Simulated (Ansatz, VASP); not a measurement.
# Os2Au in VASP and in Ansatz

```
CELL_PARAMETERS angstrom
4.43010 0.00000 0.00000
-2.21505 3.83658 0.00000
0.00000 0.00000 2.78871
ATOMIC_POSITIONS crystal
Os 0.33333 0.66667 0.50000
Os 0.66667 0.33333 0.50000
Au 0.00000 0.00000 0.00000
```

Alike in both runs: functional PBE; k mesh 12 × 12 × 16; occupations gaussian, width 0.1 eV; no spin polarisation.

Ansatz relaxed the structure, and its values are those at the end. VASP's run is a single point on that final structure, the one shown.

```csv
,VASP,Ansatz
version,VASP 6.6.1,Ansatz 0.2.0
potentials or method,"VASP PAW PBE potentials, release 64 (Os, Au)","scalar-relativistic, plane waves, PAW"
plane-wave cutoff (eV),520,420
valence electrons in the cell,27,51
```

VASP gave:

- gap on the k mesh at the Fermi level (eV): none
- pressure (GPa): -0.4

**Question.** What did Ansatz give for the same quantities?

**Answer.** gap on the k mesh at the Fermi level (eV): none; pressure (GPa): 0.0.

A gap of «none» marks a metal or a gap that the smearing closes. With one functional, cell and mesh, what is left measures potentials, basis and numerics. The two sets of potentials don't hold the same shells in valence.

Spin-orbit coupling is left out, which matters for the levels of Au, Os.
